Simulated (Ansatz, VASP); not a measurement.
# Cross-check of SnSe2 between VASP and Ansatz

Wanted: the spread between two codes on one cell, functional and k mesh. Of the first pair: The structure shown is the start of the Ansatz relaxation below; VASP solves that cell, so the two are compared at the walk's first step.

Program: Ansatz 0.2.0. Level of theory: plane waves, with VASP 6.6.1 beside it; PBE. Results are calculated unless marked as measured.

**1. Set-up**

The cell holds 3 atoms: 1 Sn and 2 Se. Its edges and angles: a = 3.756 Å, b = 3.756 Å, c = 30.460 Å, α = 90.0°, β = 90.0°, γ = 120.0°. Vacuum lies along c.

**2. Ansatz: relaxation, PBE**

Ansatz runs on its PAW soft_1 files.

The two programs are compared at the cell with which this relaxation starts, whose forces are those of its first step.

input.yaml reads:

```yaml
crystal:
  lattice:
    - [3.7562529421, 0.0, 0.0]
    - [-1.878126471, 3.2530104709, 0.0]
    - [0.0, 0.0, 30.46]
  atoms:
    - { symbol: Sn, position: [0.3333333333, 0.6666666667, 0.3282994091] }
    - { symbol: Se, position: [0.6666666667, 0.3333333333, 0.3849452767] }
    - { symbol: Se, position: [0.6666666667, 0.3333333333, 0.2716535414] }
  periodic: [true, true, false]
kpoints:
  mp_grid: { grid: [12, 12, 1] }
hamiltonian:
  xc: pbe
  pseudopotentials: { kind: paw, azcp: { folder: soft_1 } }
scf:
  occupations: { method: gaussian, width: 0.1 }
output:
  forces: true
  stress: true
  eigenvalues: true
relax:
  adjacent_minimum: "off"
  f_tol: 0.001
  max_steps: 60
```

The run is started by

```console
$ ansatz run input.yaml --threads 4 --pin off --max-ram 16384MiB --backend cpu --events-out ev --progress --plain --runs-dir out
```

Numbers of over 12 decimals in the logs are rounded to 6 here.

Log:

```text
Warning: output.stress: scf.convergence.dr2_threshold = 1e-9 eV (the default of a walk held to its f_tol) is looser than the 3e-10 eV advised for a printed stress (1e-10 eV for each atom of the cell: 3). What an SCF threshold leaves in a stress goes as its square root, and in the free energy as the threshold itself, and one threshold admits the most on a small cell: [figures from the program's tests cut] Every solve  [...]
Engine: ansatz 0.2.0, aarch64-unknown-linux-gnu
Pseudopotentials: kind: paw
Pseudopotential: Sn, paw, valence charge 14, recommended cutoff 420 eV (normal), soft_1/Sn.paw.azcp
Pseudopotential: Se, paw, valence charge 16, recommended cutoff 420 eV (normal), soft_1/Se.paw.azcp
Functional definition: PBE
  parameter kappa = 0.804
  parameter beta = 0.066725
  exchange = pbe_x(kappa = kappa, mu = beta*pi^2/3)
  correlation = pbe_c(beta = beta)
Crystal: 3 atoms, lattice volume = 372.195 Å³
Basis set: ecut = 420 eV, 7325 PW (Γ), exchange–correlation on 54×54×432 points (8 copies of the dense FFT grid, shifted against one another)
Bands: 28, of which v1, the nominal top of the filled ones, is band 23 counted from 1 (22 counted from 0)
Symmetry: 12 space group operations
Space group: P-6m2 (ITA 187), of the structure as read, at distance tolerance 7.2e-5 Å
k-points: 19 of 144 (time reversal used)
Non-local potential: Sn, projectors of the file, l = 0: 2, l = 1: 2, l = 2: 2, l = 3: 1
Non-local potential: Se, projectors of the file, l = 0: 2, l = 1: 2, l = 2: 3, l = 3: 1
PAW form: soft (Blöchl's): semilocal exchange-correlation on the pseudo side does not see the compensation charge
PAW one-centre angular grid: Sn, 590 points (default); XC on 64 Gauss nodes
PAW one-centre angular grid: Se, 590 points (default); XC on 64 Gauss nodes
Initial density: superposition of atomic densities (neutral atoms: chi_scale 0, normalization atom)
Initial wavefunctions: pseudopotential atomic-orbital guess
Functional: x = pbe(κ = 0.804, μ = 0.219515), c = pbe(β = 0.066725)
iter 1 solved again at ethr=2.90e-3 eV; its pass at ethr=3.10e-3 eV (dr2=1.33e0 eV) is discarded
SCF iter   1: F=—  HF=-16963.065511 eV  |F-HF|=—  |Δ(HF+E_count)|=         —  Δρ=1.42e-2  dr2=1.35e0  ethr=2.90e-3  ⟨swp⟩=1.1  Hψ=4050  notcnv=0
preconditioner: auto → Resta (q_TF=auto, 1.926 Å⁻¹)  ε∞=1.6  [insulator: Δε(μ)=0.343 eV  Ē_g=9.638 eV  σ=0.100 eV  W_gap=0.98  n_scr=18 (ndim 8)  ℏωp=7.7 eV  f_vac=0.761  D(μ)=0.02/eV (n_scr^D=0)  ε∞_Penn≈1.6  vacuum switching on, ρ_ref=6.7e-3 e/Å³]
SCF iter   2: F=—  HF=-16962.727263 eV  |F-HF|=—  |Δ(HF+E_count)|=   3.38e-1  Δρ=6.07e-3  dr2=2.12e-1  ethr=2.90e-3  ⟨swp⟩=4.1  Hψ=1009  notcnv=0
preconditioner: auto → LDOS  [metal: Δε(μ)=0.128 eV  Ē_g=9.374 eV  σ=0.100 eV  W_gap=0.46  n_scr=18 (ndim 8)  ℏωp=7.7 eV  f_vac=0.763  D(μ)=0.81/eV (n_scr^D=6)  β→1.0]
SCF iter   3: F=—  HF=-16962.705795 eV  |F-HF|=—  |Δ(HF+E_count)|=   2.15e-2  Δρ=2.68e-3  dr2=8.72e-2  ethr=4.60e-4  ⟨swp⟩=4.1  Hψ=1433  notcnv=0  defer=15
SCF iter   4: F=—  HF=-16962.688924 eV  |F-HF|=—  |Δ(HF+E_count)|=   1.69e-2  Δρ=7.04e-4  dr2=4.12e-3  ethr=1.90e-4  ⟨swp⟩=3.0  Hψ=793  notcnv=0  defer=15
SCF iter   5: F=—  HF=-16962.688328 eV  |F-HF|=—  |Δ(HF+E_count)|=   5.96e-4  Δρ=1.50e-4  dr2=4.98e-5  ethr=8.96e-6  ⟨swp⟩=3.1  Hψ=827  notcnv=0  defer=15
SCF iter   6: F=—  HF=-16962.688391 eV  |F-HF|=—  |Δ(HF+E_count)|=   6.24e-5  Δρ=5.16e-5  dr2=7.47e-6  ethr=1.08e-7  ⟨swp⟩=3.4  Hψ=1157  notcnv=0  defer=15
iter 7 did not close the SCF: its close was put off until two iterations running show no level that it waits for move by more than its bar (scf_convergence_deferred on its scf_iter line)
SCF iter   7: F=-16962.688399 eV  HF=-16962.688399 eV  |F-HF|=2.58e-7  |Δ(HF+E_count)|=   8.35e-6  Δρ=6.43e-6  dr2=9.83e-8  ethr=2.17e-10  ⟨swp⟩=16.0  Hψ=3843  notcnv=0
iter 8 did not close the SCF: its close was put off until two iterations running show no level that it waits for move by more than its bar (scf_convergence_deferred on its scf_iter line)
SCF iter   8: F=-16962.688399 eV  HF=-16962.688399 eV  |F-HF|=1.31e-8  |Δ(HF+E_count)|=   2.69e-7  Δρ=1.41e-6  dr2=5.56e-9  ethr=2.14e-10  ⟨swp⟩=5.5  Hψ=2324  notcnv=0
SCF iter   9: F=-16962.688399 eV  HF=-16962.688399 eV  |F-HF|=3.17e-10  |Δ(HF+E_count)|=   1.44e-8  Δρ=1.76e-7  dr2=2.17e-10  ethr=1.21e-11  ⟨swp⟩=3.6  Hψ=1883  notcnv=0
SCF 1 converged in 9 iterations: F = -16962.688399 eV  dr2 = 2.17e-10
  greatest PAW one-centre occupation: 1.000 electrons in one spin orbital (limit 2), on the Se atom at site 2 (counted from 0), in its partial waves of l = 2
relax step   1: F+E_penalty+E_count = -16962.68839940 eV  Δ(F+E_penalty+E_count) = +0.000e0 eV  max|allowed force component| = 5.498e-2 eV/Å  Δτ_max = 0.0000 Å  (9 SCF iters, dr2 threshold 1.00e-7 eV, accepted)
[...]
relax step   2: F+E_penalty+E_count = -16962.68743450 eV  Δ(F+E_penalty+E_count) = +9.649e-4 eV  max|allowed force component| = 1.167e-1 eV/Å  Δτ_max = 0.0152 Å  (5 SCF iters, dr2 threshold 1.89e-7 eV, rejected (line search))
[...]
relax step   3: F+E_penalty+E_count = -16962.68866028 eV  Δ(F+E_penalty+E_count) = -2.609e-4 eV  max|allowed force component| = 1.367e-3 eV/Å  Δτ_max = 0.0049 Å  (5 SCF iters, dr2 threshold 1.00e-7 eV, accepted)
[...]
relax step   4: F+E_penalty+E_count = -16962.68866030 eV  Δ(F+E_penalty+E_count) = -1.772e-8 eV  max|allowed force component| = 1.377e-3 eV/Å  Δτ_max = 0.0000 Å  (4 SCF iters, accepted)
[...]
relax step   5: F+E_penalty+E_count = -16962.68866046 eV  Δ(F+E_penalty+E_count) = -1.607e-7 eV  max|allowed force component| = 2.658e-4 eV/Å  Δτ_max = 0.0001 Å  (4 SCF iters, accepted)
SCF converged after 4 iterations
Free energy (F): -16962.688660 eV
Harris-Foulkes:  -16962.688660 eV  (|F-HF|=2.62e-10)
Internal energy: -16962.684781 eV  (E = F + TS)
E sigma→0 (E₀):  -16962.686721 eV
Entropy (-TS):   -0.003879 eV (-1.293 meV/atom)
Fermi energy:    -5.561262 eV
--- Per-component energies (eV) ---
  E_band       = -1502.765995
  E_kinetic    = 388.662293
  E_local      = -98314.158851  (includes V_loc(G=0)·N_el)
  E_nonlocal   = -563.615219
  E_hartree    = 48974.179709
  E_xc         = -294.604558
  E_vxc        = -259.130683  (∫ρ·V_xc dr)
  E_paw        = -8631.528837  (= ΣΔE_a)
  E_vpaw       = -702.881545  (= ΣTr[D̂ρ^β])
  E_aug_tail   = -0.000445  (compensation charges beyond the density's cutoff)
  E_ewald      = 41478.381127
  E_smearing   = -0.003879  (= −TS)
  E_closure    = -0.000000  (closes the sum)
  Σ components = -16962.688660   (vs F -16962.688660, Δ=0.00e0)
--- Forces (eV/Å), atoms counted from 1 ---
  atom   1  Sn    -0.00000000     0.00000000    -0.00000000
  atom   2  Se     0.00000000    -0.00000000     0.00026579
  atom   3  Se     0.00000000    -0.00000000    -0.00026579
  max |Σ_I F_I| component: 3.24e-17 eV/Å
--- 2D stress c σ (N/m, compression-positive) ---
        0.943140      -0.000000       0.000000
       -0.000000       0.943140       0.000000
        0.000000       0.000000       0.000000
  P = ½ c Tr σ = 0.9431 N/m
--- Band table (eV; the first three rows and the last of 19) ---
  k-point 0: bands = [... 19 lower, -6.3548, -6.3548, -5.5653, -5.5653, -5.0077, -1.9506 (-1.9506°), -1.4073, -1.4073, ... 1 higher]
  k-point 1: bands = [... 19 lower, -7.0289, -6.4952, -5.9890, -5.6232, -4.5385, -1.7408 (-1.7408°), -1.5419 (-1.5419°), -1.2568, ... 1 higher]
  k-point 2: bands = [... 19 lower, -7.5160, -6.8343, -6.6822, -5.7739, -4.1977, -2.2455, -0.9450 (-0.9450°), -0.8778, ... 1 higher]
  k-point 18: bands = [... 19 lower, -9.3203, -9.0073, -7.9823, -5.9925, -4.7786, -3.2694, 0.1092, 0.2481, ... 1 higher]
  ° read free of the cell's end (the report's vacuum.weakly_bound_levels)
--- Relaxed structure (5 steps of the walk, 4 accepted, 0 SCFs on fresh bases) ---
  F+E_penalty+E_count = -16962.68866046 eV   max|allowed force component| = 2.658e-4 eV/Å
  cell:  # Å, volume = 372.1947 Å³
    - [3.756253, -2.886748043898339e-11, 0.0]
    - [-1.878126, 3.253010, 0.0]
    - [0.0, 0.0, 30.46]
  atoms:
    - { symbol: Sn, position: [0.333333, 0.666667, 0.328299] }
    - { symbol: Se, position: [0.666667, 0.333333, 0.385101] }
    - { symbol: Se, position: [0.666667, 0.333333, 0.271498] }
```

**3. VASP: single point, PBE, start cell, pair 1**

The same cell, functional, mesh and smearing now go to VASP, with its own data sets.

Lines of VASP's logs that name or quote its potential files are left out, and so is its time.

INCAR reads:

```
SYSTEM = SnSe2
PREC = Accurate
ENCUT = 400
EDIFF = 1E-06
NELM = 120
ISMEAR = 0
SIGMA = 0.1
LREAL = .FALSE.
ALGO = Normal
GGA = PE
NBANDS = 19
LORBIT = 11
LWAVE = .FALSE.
LCHARG = .FALSE.
ISIF = 2
LDIPOL = .TRUE.
IDIPOL = 3
DIPOL = 0.5 0.5 0.328
LVHAR = .TRUE.
LASPH = .TRUE.
GGA_COMPAT = .FALSE.
NELMDL = -8
KPAR = 2
```

POSCAR reads:

```
SnSe2
1.0
    3.7562529421      0.0000000000      0.0000000000
   -1.8781264710      3.2530104709      0.0000000000
    0.0000000000      0.0000000000     30.4600000000
Sn Se
1 2
Direct
    0.3333333875      0.6666667751      0.3282994091
    0.6666667208      0.3333334418      0.3849452726
    0.6666667208      0.3333334418      0.2716535457
```

KPOINTS reads:

```
Automatic mesh
0
Gamma
12 12 1
0 0 0
```

The projector-augmented-wave data sets are Sn_d and Se (PBE family, release 64).

The run is started by

```console
$ mpirun -np 2 vasp_std
```

Log:

```text
[banner, memory and clock lines left out]
running    2 mpi-ranks, on    1 nodes
 distrk:  each k-point on    1 cores,    2 groups
 distr:  one band on    1 cores,    1 groups

 POSCAR found type information on POSCAR SnSe
 POSCAR found :  2 types and       3 ions
 LDA part: xc-table for (Slater+PW92), standard interpolation
 POSCAR, INCAR and KPOINTS ok, starting setup
 FFT: planning ... GRIDC
 FFT: planning ... GRID_SOFT
 FFT: planning ... GRID
 WAVECAR not read
 entering main loop
       N       E                     dE             d eps       ncg     rms          rms(c)
DAV:   1     0.162830364764E+03    0.16283E+03   -0.93455E+03   874   0.834E+02
DAV:   2     0.745837434695E+01   -0.15537E+03   -0.15222E+03   989   0.209E+02
DAV:   3    -0.108810453201E+02   -0.18339E+02   -0.18246E+02   890   0.829E+01
DAV:   4    -0.114256847730E+02   -0.54464E+00   -0.54369E+00   971   0.176E+01
DAV:   5    -0.114366540829E+02   -0.10969E-01   -0.10968E-01  1055   0.249E+00
DAV:   6    -0.114367763629E+02   -0.12228E-03   -0.12228E-03   953   0.216E-01
DAV:   7    -0.114367796740E+02   -0.33111E-05   -0.33112E-05  1061   0.342E-02
DAV:   8    -0.114367797242E+02   -0.50233E-07   -0.50116E-07   865   0.405E-03    0.468E+00
DAV:   9    -0.110944721822E+02    0.34231E+00   -0.80426E-01  1049   0.850E+00    0.301E+00
DAV:  10    -0.110709611530E+02    0.23511E-01   -0.24304E-01   816   0.288E+00    0.598E-01
DAV:  11    -0.110683822087E+02    0.25789E-02   -0.24416E-02   885   0.143E+00    0.307E-01
DAV:  12    -0.110686734585E+02   -0.29125E-03   -0.23001E-03   796   0.318E-01    0.749E-02
DAV:  13    -0.110687093853E+02   -0.35927E-04   -0.17648E-04   989   0.103E-01    0.388E-02
DAV:  14    -0.110687625260E+02   -0.53141E-04   -0.75994E-05   746   0.477E-02    0.107E-02
DAV:  15    -0.110687729055E+02   -0.10380E-04   -0.41365E-06   871   0.126E-02    0.966E-03
DAV:  16    -0.110688111038E+02   -0.38198E-04   -0.68785E-06   714   0.106E-02    0.307E-03
DAV:  17    -0.110688238215E+02   -0.12718E-04   -0.58301E-07   773   0.396E-03    0.243E-03
DAV:  18    -0.110688606493E+02   -0.36828E-04   -0.44240E-06   613   0.796E-03    0.245E-03
DAV:  19    -0.110688629485E+02   -0.22992E-05   -0.11199E-07   801   0.270E-03    0.135E-03
DAV:  20    -0.110688692561E+02   -0.63076E-05   -0.20891E-07   688   0.209E-03    0.720E-04
DAV:  21    -0.110688705307E+02   -0.12746E-05   -0.15948E-08   678   0.833E-04    0.509E-04
DAV:  22    -0.110688720082E+02   -0.14775E-05   -0.19113E-08   685   0.647E-04    0.192E-04
DAV:  23    -0.110688729745E+02   -0.96636E-06   -0.15129E-08   675   0.437E-04
   1 F= -.11068873E+02 E0= -.11067000E+02  d E =-.374585E-02
```

Parts of OUTCAR (step 3):

```text
ion  position               nearest neighbor table
   1  0.333  0.667  0.328-   3 2.77   3 2.77   3 2.77   2 2.77   2 2.77   2 2.77
   2  0.667  0.333  0.385-   1 2.77   1 2.77   1 2.77
   3  0.667  0.333  0.272-   1 2.77   1 2.77   1 2.77

  LATTYP: Found a hexagonal cell.
 ALAT       =     3.7562529421
 C/A-ratio  =     8.1091450628

 Subroutine GETGRP returns: Found 12 space group operations
 (whereof  6 operations were pure point group operations)

The static configuration has the point symmetry C_3v.
 The point group associated with its full space group is D_3h.

 Found     19 irreducible k-points:

   k-points           NKPTS =     19   k-points in BZ     NKDIM =     19   number of bands    NBANDS=     19

   dimension x,y,z NGX =    28 NGY =   28 NGZ =  200
   dimension x,y,z NGXF=    56 NGYF=   56 NGZF=  400

   ENCUT  =  400.0 eV  29.40 Ry    5.42 a.u.   6.13  6.13 49.67*2*pi/ulx,y,z

   NELECT =      26.0000    total number of electrons

 k-points in reciprocal lattice and weights: Automatic mesh
   0.00000000  0.00000000  0.00000000       0.007
   0.08333333  0.00000000  0.00000000       0.042
   0.16666667  0.00000000  0.00000000       0.042
   0.25000000  0.00000000  0.00000000       0.042
   0.33333333  0.00000000  0.00000000       0.042
   0.41666667  0.00000000  0.00000000       0.042
   0.50000000  0.00000000  0.00000000       0.021
   0.08333333  0.08333333  0.00000000       0.042
   0.16666667  0.08333333  0.00000000       0.083
[...]
0.33333333  0.25000000  0.00000000       0.083
   0.33333333  0.33333333  0.00000000       0.014

 dipolmoment           0.000000      0.000000      0.000001 electrons x Angstroem

 average (electrostatic) potential at core
       1-110.8554       2 -61.3428       3 -61.3428

 E-fermi :  -3.4447

 k-point     1 :       0.0000    0.0000    0.0000
  band No.  band energies     occupation
    ...
      9      -5.3341      2.00000
     10      -4.2545      2.00000
     11      -4.2545      2.00000
     12      -3.4534      1.09889
     13      -3.4534      1.09888
     14      -2.8999      0.00000
     15       0.1627      0.00000
     16       0.6949      0.00000
     17       0.6949      0.00000
     18       1.5816      0.00000
    ...

 k-point     2 :       0.0833    0.0000    0.0000
  band No.  band energies     occupation
    ...
      9      -5.3069      2.00000
     10      -4.9311      2.00000
     11      -4.3956      2.00000
     12      -3.8779      2.00000
     13      -3.5113      1.65442
     14      -2.4259      0.00000
     15       0.3647      0.00000
     16       0.5731      0.00000
     17       0.8480      0.00000
     18       1.6972      0.00000
    ...

 k-point     3 :       0.1667    0.0000    0.0000
  band No.  band energies     occupation
    ...
      9      -5.9790      2.00000
     10      -5.3923      2.00000
     11      -4.7361      2.00000
     12      -4.5659      2.00000
     13      -3.6620      1.99788
     14      -2.0804      0.00000
     15      -0.1321      0.00000
     16       1.1668      0.00000
     17       1.2386      0.00000
     18       1.9150      0.00000
    ...

  Total        0.7534060      0.7534060      0.2163006      0.0000000     -0.0000000      0.0000000
  in kB        3.2431682      3.2431682      0.9311040      0.0000000     -0.0000000      0.0000000
  external PRESSURE =       2.4724801 kB  Pullay stress =       0.0000000 kB

  energy-cutoff  :      400.00
  volume of cell :      372.19
      direct lattice vectors                 reciprocal lattice vectors
     3.756252942  0.000000000  0.000000000     0.266222753  0.153703778  0.000000000
    -1.878126471  3.253010471  0.000000000     0.000000000  0.307407556  0.000000000
     0.000000000  0.000000000 30.460000000     0.000000000  0.000000000  0.032829941

 POSITION                                       TOTAL-FORCE (eV/Angst)
 -----------------------------------------------------------------------------------
     -0.00000      2.16867     10.00000         0.000000     -0.000000      0.000000
      1.87813      1.08434     11.72543        -0.000000      0.000000      0.071039
      1.87813      1.08434      8.27457        -0.000000      0.000000     -0.071039
 -----------------------------------------------------------------------------------
    total drift:                                0.000001     -0.000401     -0.000003

  FREE ENERGIE OF THE ION-ELECTRON SYSTEM (eV)
  ---------------------------------------------------
  free  energy   TOTEN  =       -11.0688729745 eV

  energy  without entropy=      -11.0651271256  energy(sigma->0) =      -11.06700005

 vacuum level on the upper side and lower side of the slab         2.121         2.121

 total charge
# of ion       s       p       d       tot
------------------------------------------
    1        1.078   0.962  10.069  12.110
    2        1.489   2.282   0.024   3.795
    3        1.489   2.282   0.024   3.795
--------------------------------------------------
tot          4.056   5.526  10.118  19.700

[... 3 further parts left out ...]
```

The run ends at a pressure of 0.25 GPa, with forces up to 0.071 eV/Å.

**4. Side by side**

Known differences besides the potentials themselves: Ansatz cuts the interaction across the vacuum, VASP repeats the sheet with a dipole correction (LDIPOL); the data sets hold 46 valence electrons in Ansatz (on its PAW soft_1 files) and 26 in VASP; the cutoff is 420 eV in Ansatz and 400 eV in VASP. Total energies have different zeros and are not compared.

Forces (eV/Å; atoms numbered as in POSCAR):

```tsv
atom	Ansatz x, y, z	VASP x, y, z
Sn1	0.000, 0.000, 0.000	0.000, 0.000, 0.000
Se2	0.000, 0.000, 0.055	0.000, 0.000, 0.071
Se3	0.000, 0.000, -0.055	0.000, 0.000, -0.071
```

The forces differ by 7.6 meV/Å r.m.s., which is 22.6 % of the r.m.s. force of 0.033 eV/Å (both taken over all components). Where the cell holds vacuum, a pressure given here is an average over it and none of the material.

**5. Ansatz: relaxation, PBE**

This run makes the geometry at which the two programs are then compared.

The structure compared here is the end of the Ansatz relaxation.

This is the run of step 2 again, met here at its other cell.

[end of part 1 of 2]

[Lines on the potential files, build, host, timing and source positions are cut from VASP's logs without a mark.]

[Logs are printed without paths, hosts, clocks, repeated set-up lines and the standing remarks that a program may print on its own settings, such as how far it seeks lower states.]

[Hosts, paths, dates, database ids (printed as entryN), source tags and the programs' standing remarks are cut or masked in the printed files.]
